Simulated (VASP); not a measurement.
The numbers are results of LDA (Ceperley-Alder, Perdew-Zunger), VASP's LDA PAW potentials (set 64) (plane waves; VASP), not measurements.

VASP ran on this input.

File KPOINTS:
```
Automatic mesh
0
Gamma
8 8 8
0 0 0
```

File POSCAR:
```
GaAs
1
    0.0000000000     2.7768503235     2.7768503235
    2.7768503235     0.0000000000     2.7768503235
    2.7768503235     2.7768503235     0.0000000000
Ga As
1 1
Direct
  0.0000000000   0.0000000000   0.0000000000
  0.2500000000   0.2500000000   0.2500000000
```

### INCAR
```
SYSTEM  =  GaAs
PREC  =  Accurate; ENCUT  =  520; LREAL  =  .FALSE.
LASPH  =  .TRUE.
EDIFF  =  1E-7; NELM  =  100; ALGO  =  Normal
LMAXMIX  =  4
ISMEAR  =  0; SIGMA  =  0.05
ISIF  =  2
LWAVE  =  .FALSE.; LCHARG  =  .FALSE.
```

POTCAR, in this order: Ga_d As (LDA.64 set). Program: vasp_std.

Output

**OSZICAR**
```
       N       E                     dE             d eps       ncg     rms          rms(c)
DAV:   1     0.763915235022E+02    0.76392E+02   -0.93370E+03   775   0.191E+03
DAV:   2    -0.384238795048E+01   -0.80234E+02   -0.77365E+02   839   0.319E+02
DAV:   3    -0.977261064893E+01   -0.59302E+01   -0.58984E+01   924   0.743E+01
DAV:   4    -0.987163769257E+01   -0.99027E-01   -0.98991E-01   886   0.106E+01
DAV:   5    -0.987351109924E+01   -0.18734E-02   -0.18733E-02   909   0.122E+00    0.318E+00
DAV:   6    -0.967666841183E+01    0.19684E+00   -0.27402E-01  1169   0.106E+01    0.188E+00
DAV:   7    -0.963018452248E+01    0.46484E-01   -0.84065E-02   946   0.245E+00    0.525E-01
DAV:   8    -0.962714789377E+01    0.30366E-02   -0.10309E-02   894   0.137E+00    0.120E-01
DAV:   9    -0.962710184923E+01    0.46045E-04   -0.80637E-04   912   0.341E-01    0.422E-02
DAV:  10    -0.962710368120E+01   -0.18320E-05   -0.46425E-05  1018   0.997E-02    0.224E-02
DAV:  11    -0.962710837765E+01   -0.46965E-05   -0.79599E-06   877   0.470E-02    0.247E-03
DAV:  12    -0.962710823783E+01    0.13983E-06   -0.62792E-07   908   0.133E-02    0.152E-03
DAV:  13    -0.962710824036E+01   -0.25366E-08   -0.73804E-08   527   0.276E-03
   1 F= -.96271082E+01 E0= -.96271082E+01  d E =-.659243E-18
```

### OUTCAR
```
------------------------ aborting loop because EDIFF is reached ----------------------------------------
  FORCE on cell =-STRESS in cart. coord.  units (eV):
  Direction    XX          YY          ZZ          XY          YZ          ZX
  --------------------------------------------------------------------------------------
  Total        0.6550627      0.6550627      0.6550627      0.0000000      0.0000000     -0.0000000
  in kB       24.5078970     24.5078970     24.5078970      0.0000000      0.0000000     -0.0000000
  external PRESSURE =      24.5078970 kB  Pullay stress =       0.0000000 kB
  volume of cell :       42.82
      direct lattice vectors                 reciprocal lattice vectors
     0.000000000  2.776850324  2.776850324    -0.180060119  0.180060119  0.180060119
     2.776850324  0.000000000  2.776850324     0.180060119 -0.180060119  0.180060119
     2.776850324  2.776850324  0.000000000     0.180060119  0.180060119 -0.180060119
  FREE ENERGIE OF THE ION-ELECTRON SYSTEM (eV)
  ---------------------------------------------------
  free  energy   TOTEN  =        -9.6271082404 eV

  energy  without entropy=       -9.6271082404  energy(sigma->0) =       -9.62710824
```
(Selected blocks of OUTCAR.)

OUTCAR:
```
 val. band max:        4.3288770850   @ k =   0.0000   0.0000   0.0000

 cond. band min:       5.0693427118   @ k =   0.0000   0.0000   0.0000


 Fermi energy:         4.6167805055

 k-point     1 :       0.0000    0.0000    0.0000
  band No.  band energies     occupation
      1     -10.7087      2.00000
      2     -10.7087      2.00000
      3     -10.7087      2.00000
      4     -10.6167      2.00000
      5     -10.6167      2.00000
      6      -8.8332      2.00000
      7       4.3289      2.00000
      8       4.3289      2.00000
      9       4.3289      2.00000
     10       5.0693      0.00000
     11       8.0126      0.00000
     12       8.0126      0.00000
     13       8.0126      0.00000

 k-point     2 :       0.1250    0.0000    0.0000
  band No.  band energies     occupation
      1     -10.7255      2.00000
      2     -10.7045      2.00000
      3     -10.7045      2.00000
      4     -10.6169      2.00000
      5     -10.6169      2.00000
      6      -8.6360      2.00000
      7       2.3297      2.00000
      8       4.0693      2.00000
      9       4.0693      2.00000
     10       6.0538      0.00000
     11       8.3861      0.00000
     12       8.3861      0.00000
     13       8.5439      0.00000

 k-point     3 :       0.2500    0.0000    0.0000
  band No.  band energies     occupation
      1     -10.7612      2.00000
      2     -10.6954      2.00000
      3     -10.6954      2.00000
      4     -10.6164      2.00000
      5     -10.6164      2.00000
      6      -8.0842      2.00000
      7       0.0248      2.00000
      8       3.5919      2.00000
      9       3.5919      2.00000
     10       5.8244      0.00000
     11       8.9227      0.00000
     12       8.9227      0.00000
     13      10.4175      0.00000

 k-point     4 :       0.3750    0.0000    0.0000
  band No.  band energies     occupation
      1     -10.7924      2.00000
      2     -10.6882      2.00000
      3     -10.6882      2.00000
...
```

The compound is GaAs in the zinc blende structure. This cell is one point of a volume scan, at 0.97 of the reference volume.
